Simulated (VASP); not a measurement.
Wanted: the native input for a VASP 6.6.1 run.

- Task: band structure
- Functional: TB-mBJ
- Potentials or basis: VASP PAW PBE potentials, release 64 (Ga_d, Sb)
- Cutoff: 520 eV
- k mesh: 10 × 10 × 10
- Occupations: gaussian, width 0.03 eV
- Spin: no spin polarisation
- Further INCAR settings: ALGO = Normal; EDIFF = 1e-06; NBANDS = 16

GaSb:

```
Ga Sb
1.0
     0.00000    3.05740    3.05740
     3.05740    0.00000    3.05740
     3.05740    3.05740    0.00000
Ga Sb
1 1
Direct
  0.00000 0.00000 0.00000
  0.25000 0.25000 0.25000
```

These files were run (other wordings do the same):

POSCAR

```
GaSb                                    
1.0
    0.0000000000      3.0573977441      3.0573977441
    3.0573977441      0.0000000000      3.0573977441
    3.0573977441      3.0573977441      0.0000000000
  Ga              Sb            
     1     1
Direct
     1.0000000000000000    1.0000000000000000    1.0000000000000000
     0.2500000000000000    0.2500000000000000    0.2500000000000000
```

INCAR.step1

```
PREC = Accurate
ENCUT = 520
EDIFF = 1E-5
ISMEAR = 0
SIGMA = 0.03
LREAL = F
LASPH = T
NELM = 80
ALGO = Normal
ISIF = 2
LWAVE = T
LCHARG = F
NBANDS = 16
GGA = PE
```

INCAR.step2

```
PREC = Accurate
ENCUT = 520
EDIFF = 1E-6
ISMEAR = 0
SIGMA = 0.03
LREAL = F
LASPH = T
NELM = 80
ALGO = Normal
ISIF = 2
LWAVE = F
LCHARG = F
METAGGA = MBJ
NBANDS = 16
ISTART = 1
```

KPOINTS

```
Automatic mesh
0
Gamma
  10 10 10
```

KPOINTS_OPT

```
explicit points
209
Reciprocal
 0.0000000000  0.0000000000  0.0000000000 1
 0.0263157895  0.0000000000  0.0263157895 1
 0.0526315789  0.0000000000  0.0526315789 1
 0.0789473684  0.0000000000  0.0789473684 1
 0.1052631579  0.0000000000  0.1052631579 1
 0.1315789474  0.0000000000  0.1315789474 1
[... 201 lines left out ...]
 0.4250000000  0.0000000000  0.4250000000 1
 0.4500000000  0.0000000000  0.4500000000 1
```

Potentials or basis: VASP PAW PBE potentials, release 64 (Ga_d, Sb).

Run with:

```sh
$ cat potpaw_PBE.64/Ga_d/POTCAR potpaw_PBE.64/Sb/POTCAR > POTCAR
$ cp INCAR.step1 INCAR
$ mpirun -np 1 vasp_std > vasp.out
$ cp INCAR.step2 INCAR
$ mpirun -np 1 vasp_std > vasp.out
```

It gave:

```
Band gap on the k mesh  : 0.87 eV, direct
Band gap along the path : 0.87 eV, direct
```

Caveat: spin-orbit coupling is left out, which moves the levels of the heavy elements.

Run time: 77 s on 1 thread of Intel(R) Xeon(R) 6975P-C (Granite Rapids) (shared host), peak memory 0.21 GiB.
